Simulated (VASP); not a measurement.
Crystal: As.

```xyz
2
Lattice="1.8808 1.0859 3.5141 -1.8808 1.0859 3.5141 0.0000 -2.1718 3.5141" Properties=species:S:1:pos:R:3 pbc="T T T"
As    0.0000    0.0000    8.1597
As    0.0000    0.0000    2.3825
```

| Quantity | Value |
| --- | --- |
| Program | VASP 6.6.1 |
| Task | relaxation of cell and atoms |
| Functional | r2SCAN |
| Potentials or basis | VASP PAW PBE potentials, release 64 (As) |
| Cutoff | 600 eV |
| k mesh | 12 × 12 × 10 |
| Occupations | gaussian, width 0.03 eV |
| Spin | no spin polarisation |

At the start: pressure 2.0 GPa; volume 21.53 Å³/atom.

Q: How do energy, volume and symmetry change on relaxing?

A: Over 32 steps the energy falls by 20.7 meV/atom and the volume is 28.31 Å³/atom (+31.5 %); space group R-3m (No. 166, to 0.05 Å).

Step by step:
| step | energy change (eV) | largest force (eV/Å) | pressure (GPa) | volume (Å³) |
| --- | --- | --- | --- | --- |
| 1 | 0.0000 | 0.1952 | 2.03 | 43.06 |
| 2 | -0.0030 | 0.2488 | -1.34 | 44.78 |
| 3 | -0.0071 | 0.0622 | 0.04 | 44.03 |
| 4 | -0.0082 | 0.0613 | 0.06 | 44.14 |
| 5 | -0.0110 | 0.0532 | 0.09 | 44.50 |
| 6 | -0.0149 | 0.0172 | 0.21 | 45.19 |
| 7 | -0.0181 | 0.0912 | 0.66 | 46.51 |
| 8 | -0.0137 | 0.4860 | 2.16 | 48.89 |
| 9 | -0.0140 | 0.4832 | 2.14 | 48.93 |
| 10 | -0.0147 | 0.4747 | 2.10 | 49.05 |
| 11 | -0.0163 | 0.4580 | 2.02 | 49.29 |
| 12 | -0.0194 | 0.4234 | 1.87 | 49.76 |
| 13 | -0.0248 | 0.3352 | 1.55 | 50.70 |
| 14 | -0.0328 | 0.1667 | 1.14 | 52.53 |
| 15 | -0.0333 | 0.2083 | 0.65 | 56.03 |
| 16 | -0.0376 | 0.0187 | 0.89 | 54.27 |
| 17 | -0.0376 | 0.0236 | 0.85 | 54.62 |
| 18 | -0.0386 | 0.0229 | 0.69 | 54.68 |
| 19 | -0.0401 | 0.0209 | 0.26 | 54.83 |
| 20 | -0.0402 | 0.0203 | 0.14 | 54.88 |
| 21 | -0.0402 | 0.0230 | 0.14 | 54.92 |
| 22 | -0.0404 | 0.0300 | 0.11 | 55.03 |
| 23 | -0.0406 | 0.0442 | 0.05 | 55.26 |
| 24 | -0.0409 | 0.0719 | -0.04 | 55.72 |
| 25 | -0.0408 | 0.1249 | -0.23 | 56.63 |
| 26 | -0.0410 | 0.0917 | -0.13 | 56.10 |
| 27 | -0.0411 | 0.0841 | -0.11 | 56.14 |
| 28 | -0.0412 | 0.0607 | -0.06 | 56.26 |
| 29 | -0.0414 | 0.0130 | 0.04 | 56.50 |
| 30 | -0.0414 | 0.0034 | 0.06 | 56.54 |
| 31 | -0.0414 | 0.0035 | 0.07 | 56.56 |
| 32 | -0.0414 | 0.0030 | 0.00 | 56.63 |

Final structure:
```
CELL_PARAMETERS angstrom
1.79410 1.03583 5.07868
-1.79410 1.03583 5.07868
0.00000 -2.07165 5.07868
ATOMIC_POSITIONS crystal
As 0.78837 0.78837 0.78837
As 0.21163 0.21163 0.21163
```

Caveat: the volume moved by over 15 % at a fixed basis, so the end points are rough; the PAW data sets were made with another functional, which shifts forces and pressure a little; the volume moved by +32 % from the deposited cell, more than functionals usually miss.
